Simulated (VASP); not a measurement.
# TiSi2: cell size and functional, part 2 of 3

How much does the relaxed cell of TiSi2 depend on the functional? The starting structure is a measured crystal structure from the Crystallography Open Database. The first relaxation on each setting starts from this cell expanded by 3 % in volume.

VASP 6.6.1.

Results so far: PBEsol 13.80 Å³ an atom; LDA 13.51 Å³ an atom; PBE 14.17 Å³ an atom.

### Step 5. Relaxation with PBEsol + D3(BJ)

Level of this step: PBEsol with D3(BJ); plane waves and PAW (Ti_sv, Si) (VASP).

D3 with Becke-Johnson damping keeps a finite attraction at short range. This run starts from the cell of an earlier relaxation, which isn't shown; the restart sets up the plane waves anew.

INCAR reads:

```
SYSTEM = TiSi2
PREC = Accurate
ENCUT = 450
EDIFF = 1E-06
NELM = 100
ISMEAR = 1
SIGMA = 0.15
LREAL = .FALSE.
ALGO = Normal
GGA = PS
IVDW = 12
NBANDS = 26
LASPH = .TRUE.
LORBIT = 11
LWAVE = .FALSE.
LCHARG = .FALSE.
KPAR = 16
IBRION = 2
NSW = 50
ISIF = 3
EDIFFG = -0.006
```

POSCAR reads:

```
TiSi2
1.0
    0.0000000000      4.0285951843      4.2059105273
    2.3497257593      0.0000000000      4.2059105273
    2.3497257593      4.0285951843      0.0000000000
Ti Si
2 4
Direct
    0.5000000000      0.5000000000      0.5000000000
    0.7500000000      0.7500000000      0.7500000000
    0.8359163549      0.1640836451      0.8359163549
    0.1640836451      0.8359163549      0.1640836451
    0.4140836451      0.0859163549      0.4140836451
    0.0859163549      0.4140836451      0.0859163549
```

KPOINTS reads:

```
Automatic mesh
0
Gamma
10 10 10
0 0 0
```

PAW data sets: Ti_sv and Si (PBE family, release 64).

Command:

```console
mpirun -np 16 vasp_std
```

Output:

```text
[banner, memory and clock lines left out]
running   16 mpi-ranks, on    1 nodes
[...]
[... a notice as in an earlier step ...]

 [... a notice as in an earlier step ...]

 LDA part: xc-table for (Slater+PW92), standard interpolation
 POSCAR, INCAR and KPOINTS ok, starting setup
[...]
entering main loop
       N       E                     dE             d eps       ncg     rms          rms(c)
DAV:   1     0.370769408838E+03    0.37077E+03   -0.17710E+04  8892   0.150E+03
DAV:   2     0.734254354120E-02   -0.37076E+03   -0.36436E+03  8900   0.445E+02
DAV:   3    -0.439230181502E+02   -0.43930E+02   -0.43164E+02 15714   0.127E+02
DAV:   4    -0.469552645601E+02   -0.30322E+01   -0.30230E+01 12168   0.312E+01
[...]
DAV:  12    -0.436160488796E+02    0.30218E-04   -0.63136E-04 12556   0.203E-01    0.183E-02
DAV:  13    -0.436160449021E+02    0.39775E-05   -0.44901E-05 12074   0.609E-02    0.140E-02
DAV:  14    -0.436160441703E+02    0.73177E-06   -0.29576E-06 11024   0.144E-02
   1 F= -.46741988E+02 E0= -.46741938E+02  d E =-.467420E+02
[...]
reached required accuracy - stopping structural energy minimisation
```

Elapsed: 14 s, on 16 MPI ranks of Intel Xeon 6975P-C (Granite Rapids), shared host; peak memory 6.3 GiB; 3.5 min of CPU time.

OUTCAR, selected parts (step 5):

```text
 Edisp (eV)   -3.12594

  Total      -0.01515    -0.00111    -0.01992     0.00000     0.00000     0.00000
  in kB      -0.30473    -0.02233    -0.40086     0.00000     0.00000     0.00000
  external pressure =       -0.24 kB  Pullay stress =        0.00 kB

 POSITION                                       TOTAL-FORCE (eV/Angst)
 -----------------------------------------------------------------------------------
      2.34973      4.02860      4.20591        -0.000000     -0.000000     -0.000000
      3.52459      6.04289      6.30887         0.000000     -0.000000      0.000000
      2.34973      6.73514      4.20591        -0.000000      0.000861      0.000000
      2.34973      1.32205      4.20591        -0.000000     -0.000861      0.000000
      1.17486      3.33635      2.10296         0.000000     -0.000861      0.000000
      1.17486      0.69224      2.10296         0.000000      0.000861      0.000000
 -----------------------------------------------------------------------------------
    total drift:                               -0.000000     -0.000000      0.000000

  FREE ENERGIE OF THE ION-ELECTRON SYSTEM (eV)
  ---------------------------------------------------
  free  energy   TOTEN  =       -46.7419876456 eV

  energy  without entropy=      -46.7418401326  energy(sigma->0) =      -46.74193847

[... 2 parts as in an earlier step ...]

[... 2 further parts left out ...]
[key lines of the parts left out:]
E-fermi :  10.7415
```

With PBEsol + D3(BJ) the relaxed cell holds 13.271 Å³ an atom, -6.16 % against the measured cell, with a = 4.699 Å, b = 8.057 Å and c = 8.412 Å. That is -3.81 % from PBEsol. Pressures at 0.985 and 1.015 times this volume, from two more relaxations that aren't shown, give a bulk modulus of 165.0 GPa.

### Step 6. Relaxation with r2SCAN

r2SCAN adds the kinetic-energy density, costs more than a GGA and is run with LASPH. This run starts from the cell of an earlier relaxation, which isn't shown; the restart sets up the plane waves anew.

INCAR: that of step 5 with these lines changed.

```diff
@@ -9,6 +9,5 @@
 ALGO = Normal
-GGA = PS
-IVDW = 12
+METAGGA = R2SCAN
+LASPH = .TRUE.
 NBANDS = 26
-LASPH = .TRUE.
 LORBIT = 11
```

POSCAR reads:

```
TiSi2
1.0
    0.0000000000      4.1193243420      4.2586278443
    2.3919521314      0.0000000000      4.2586278443
    2.3919521314      4.1193243420      0.0000000000
Ti Si
2 4
Direct
    0.5000000000      0.5000000000      0.5000000000
    0.7500000000      0.7500000000      0.7500000000
    0.8374610171      0.1625389829      0.8374610171
    0.1625389829      0.8374610171      0.1625389829
    0.4125389829      0.0874610171      0.4125389829
    0.0874610171      0.4125389829      0.0874610171
```

KPOINTS is that of step 5.

Command:

```console
mpirun -np 16 vasp_std
```

Output:

```text
[banner, memory and clock lines left out]
running   16 mpi-ranks, on    1 nodes
[...]
[... a notice as in an earlier step ...]

 [... a notice as in an earlier step ...]

 LDA part: xc-table for (None), standard interpolation
 POSCAR, INCAR and KPOINTS ok, starting setup
[...]
entering main loop
       N       E                     dE             d eps       ncg     rms          rms(c)
DAV:   1     0.349657419303E+03    0.34966E+03   -0.18273E+04  8900   0.153E+03
DAV:   2    -0.260090863061E+02   -0.37567E+03   -0.36946E+03  8910   0.454E+02
DAV:   3    -0.715559787343E+02   -0.45547E+02   -0.44799E+02 16174   0.130E+02
DAV:   4    -0.749386819251E+02   -0.33827E+01   -0.33684E+01 12056   0.332E+01
[...]
DAV:  13    -0.641115748360E+02   -0.20453E-05   -0.16832E-05 13040   0.255E-02    0.575E-03
DAV:  14    -0.641115770094E+02   -0.21734E-05   -0.30511E-06 10224   0.119E-02    0.258E-03
DAV:  15    -0.641115769049E+02    0.10454E-06   -0.62455E-07  6486   0.666E-03
   1 F= -.64111577E+02 E0= -.64111472E+02  d E =-.641116E+02
[...]
reached required accuracy - stopping structural energy minimisation
```

The job ended after 55 s (16 MPI ranks; peak memory 6.8 GiB).

From OUTCAR (step 6):

```text
  Total       -0.0040383     -0.0120424      0.0041004      0.0000000      0.0000000      0.0000000
  in kB       -0.0770958     -0.2299028      0.0782821      0.0000000      0.0000000      0.0000000
  external PRESSURE =      -0.0762388 kB  Pullay stress =       0.0000000 kB

 POSITION                                       TOTAL-FORCE (eV/Angst)
 -----------------------------------------------------------------------------------
      2.39195      4.11932      4.25863         0.000000     -0.000000      0.000000
      3.58793      6.17899      6.38794         0.000000      0.000000      0.000000
      2.39195      6.89955      4.25863        -0.000000     -0.000027     -0.000000
      2.39195      1.33910      4.25863        -0.000000      0.000027     -0.000000
      1.19598      3.39876      2.12931        -0.000000      0.000027      0.000000
      1.19598      0.72056      2.12931         0.000000     -0.000027      0.000000
 -----------------------------------------------------------------------------------
    total drift:                               -0.000000     -0.000000      0.000000

  FREE ENERGIE OF THE ION-ELECTRON SYSTEM (eV)
  ---------------------------------------------------
  free  energy   TOTEN  =       -64.1115769049 eV

  energy  without entropy=      -64.1112613300  energy(sigma->0) =      -64.11147171

[... 2 parts as in an earlier step ...]

[... 2 further parts left out ...]
[key lines of the parts left out:]
E-fermi :  10.2181
```

With r2SCAN the relaxed cell holds 13.987 Å³ an atom, -1.10 % against the measured cell, with a = 4.784 Å, b = 8.239 Å and c = 8.517 Å. That is +1.38 % from PBEsol. Pressures at 0.985 and 1.015 times this volume, from two more relaxations that aren't shown, give a bulk modulus of 146.4 GPa.

### Step 7. Relaxation with r2SCAN + rVV10

rVV10 adds a nonlocal correlation energy for dispersion. This run starts from the cell of an earlier relaxation, which isn't shown; the restart sets up the plane waves anew.

INCAR: that of step 6 with these lines changed.

```diff
@@ -10,2 +10,6 @@
 METAGGA = R2SCAN
+LUSE_VDW = .TRUE.
+IVDW_NL = 2
+BPARAM = 11.95
+CPARAM = 0.0093
 LASPH = .TRUE.
```

POSCAR reads:

```
TiSi2
1.0
    0.0000000000      4.1108794881      4.2543717042
    2.3882042519      0.0000000000      4.2543717042
    2.3882042519      4.1108794881      0.0000000000
Ti Si
2 4
Direct
    0.5000000000      0.5000000000      0.5000000000
    0.7500000000      0.7500000000      0.7500000000
    0.8373455805      0.1626544195      0.8373455805
    0.1626544195      0.8373455805      0.1626544195
    0.4126544195      0.0873455805      0.4126544195
    0.0873455805      0.4126544195      0.0873455805
```

KPOINTS is that of step 6.

Command:

```console
mpirun -np 16 vasp_std
```

Output:

```text
[banner, memory and clock lines left out]
running   16 mpi-ranks, on    1 nodes
[...]
[... a notice as in an earlier step ...]

|                                                                             |
|               ----> ADVICE to this user running VASP <----                  |
|                                                                             |
|     You have switched on vdW-DFT.                                           |
|     This routine was written and supplied by Jiri Klimes. We recommend      |
|     that you carefully read and cite the following publications:            |
|       J. Klimes, D.R. Bowler, A. Michelides                                 |
|          J. Phys.: Cond Matt. 22 022201 (2010)                              |
|       J. Klimes, D.R. Bowler, A. Michelides                                 |
|          Phys. Rev. B. 83, 195131 (2011)                                    |
|     and references therein.                                                 |
[...]
Total rVV10 correction in eV:      0.6514423    45.4728834
Total rVV10 correction in eV:      0.6514423    45.4728834
Total rVV10 correction in eV:      0.6514423    45.4728834
Total rVV10 correction in eV:      0.6514423    45.4728834
Total rVV10 correction in eV:      0.6514422    45.4728834
Total rVV10 correction in eV:      0.6514422    45.4728834
Total rVV10 correction in eV:      0.6514422    45.4728834
Total rVV10 correction in eV:      0.6514422    45.4728834
Total rVV10 correction in eV:      0.6514422    45.4728834
Total rVV10 correction in eV:      0.6514422    45.4728834
Total rVV10 correction in eV:      0.6514422    45.4728834
Total rVV10 correction in eV:      0.6514422    45.4728834
Total rVV10 correction in eV:      0.6514422    45.4728834
Total rVV10 correction in eV:      0.6514422    45.4728834
Total rVV10 correction in eV:      0.6514422    45.4728834
Total rVV10 correction in eV:      0.6514422    45.4728834
Total rVV10 correction in eV:      0.6514422    45.4728834
Total rVV10 correction in eV:      0.6514422    45.4728834
Total rVV10 correction in eV:      0.6514422    45.4728834
Total rVV10 correction in eV:      0.6514422    45.4728834
   1 F= -.63458629E+02 E0= -.63458522E+02  d E =-.634586E+02
[...]
reached required accuracy - stopping structural energy minimisation
```

It took 1.8 min on 16 MPI ranks; peak memory 10 GiB; 28 min of CPU time.

OUTCAR, selected parts (step 7):

```text
  Total       -0.0046053     -0.0196705      0.0026449      0.0000000      0.0000000      0.0000000
  in kB       -0.0883271     -0.3772721      0.0507286      0.0000000      0.0000000      0.0000000
  external PRESSURE =      -0.1382902 kB  Pullay stress =       0.0000000 kB

 POSITION                                       TOTAL-FORCE (eV/Angst)
 -----------------------------------------------------------------------------------
      2.38820      4.11088      4.25437         0.000000     -0.000000      0.000000
      3.58231      6.16632      6.38156        -0.000000      0.000000     -0.000000
      2.38820      6.88445      4.25437        -0.000000     -0.000580      0.000000
      2.38820      1.33731      4.25437        -0.000000      0.000580      0.000000
      1.19410      3.39275      2.12719         0.000000      0.000580      0.000000
      1.19410      0.71813      2.12719         0.000000     -0.000580      0.000000
 -----------------------------------------------------------------------------------
    total drift:                               -0.000000     -0.000000      0.000000

  FREE ENERGIE OF THE ION-ELECTRON SYSTEM (eV)
  ---------------------------------------------------
  free  energy   TOTEN  =       -63.4586288507 eV

  energy  without entropy=      -63.4583087531  energy(sigma->0) =      -63.45852215

[... 2 parts as in an earlier step ...]

[... 2 further parts left out ...]
[key lines of the parts left out:]
E-fermi :  10.2684
```

With r2SCAN + rVV10 the relaxed cell holds 13.923 Å³ an atom, -1.55 % against the measured cell, with a = 4.776 Å, b = 8.222 Å and c = 8.509 Å. That is +0.92 % from PBEsol. Pressures at 0.985 and 1.015 times this volume, from two more relaxations that aren't shown, give a bulk modulus of 148.8 GPa.

### Step 8. Relaxation with rev-vdW-DF2

rev-vdW-DF2 revises the exchange of vdW-DF2 for solids. This run starts from the cell of an earlier relaxation, which isn't shown; the restart sets up the plane waves anew.

INCAR: that of step 7 with these lines changed.

```diff
@@ -9,7 +9,8 @@
 ALGO = Normal
-METAGGA = R2SCAN
+GGA = MK
+AGGAC = 0
 LUSE_VDW = .TRUE.
-IVDW_NL = 2
-BPARAM = 11.95
-CPARAM = 0.0093
+PARAM1 = 0.1234
+PARAM2 = 0.711357
+ZAB_VDW = -1.8867
 LASPH = .TRUE.
```

POSCAR reads:

```
TiSi2
1.0
    0.0000000000      4.1295819207      4.2690898059
    2.4008050828      0.0000000000      4.2690898059
    2.4008050828      4.1295819207      0.0000000000
Ti Si
2 4
Direct
    0.5000000000      0.5000000000      0.5000000000
    0.7500000000      0.7500000000      0.7500000000
    0.8361682069      0.1638317931      0.8361682069
    0.1638317931      0.8361682069      0.1638317931
    0.4138317931      0.0861682069      0.4138317931
    0.0861682069      0.4138317931      0.0861682069
```

KPOINTS is that of step 7.

Command:

```console
mpirun -np 16 vasp_std
```

Output:

```text
[banner, memory and clock lines left out]
running   16 mpi-ranks, on    1 nodes
[...]
[... a notice as in an earlier step ...]

 [... a notice as in an earlier step ...]

 [... a notice as in an earlier step ...]

 LDA part: xc-table for (Slater+PW92), standard interpolation
 POSCAR, INCAR and KPOINTS ok, starting setup
[...]
entering main loop
       N       E                     dE             d eps       ncg     rms          rms(c)
DAV:   1     0.374424673213E+03    0.37442E+03   -0.17741E+04  8892   0.148E+03
DAV:   2     0.114724473966E+02   -0.36295E+03   -0.35681E+03  8908   0.438E+02
DAV:   3    -0.317236497403E+02   -0.43196E+02   -0.42387E+02 15652   0.125E+02
DAV:   4    -0.348532160556E+02   -0.31296E+01   -0.31188E+01 12248   0.311E+01
[...]
DAV:  12    -0.315801587433E+02    0.66134E-04   -0.80415E-04 12820   0.209E-01    0.126E-02
DAV:  13    -0.315801570809E+02    0.16624E-05   -0.27311E-05 12098   0.460E-02    0.105E-02
DAV:  14    -0.315801566405E+02    0.44039E-06   -0.14118E-06  8918   0.107E-02
   1 F= -.31580157E+02 E0= -.31580226E+02  d E =-.315802E+02
[...]
reached required accuracy - stopping structural energy minimisation
```

It took 67 s on 16 MPI ranks; peak memory 11 GiB; 18 min of CPU time.

(Part 2 of 3 ends here.)

[Lines on the potential files, build, host, timing and source positions are cut from VASP's logs without a mark.]

[Logs are printed without paths, hosts, clocks, repeated set-up lines and the standing remarks that a program may print on its own settings, such as how far it seeks lower states.]

[Hosts, paths, dates, database ids (printed as entryN), source tags and the programs' standing remarks are cut or masked in the printed files.]
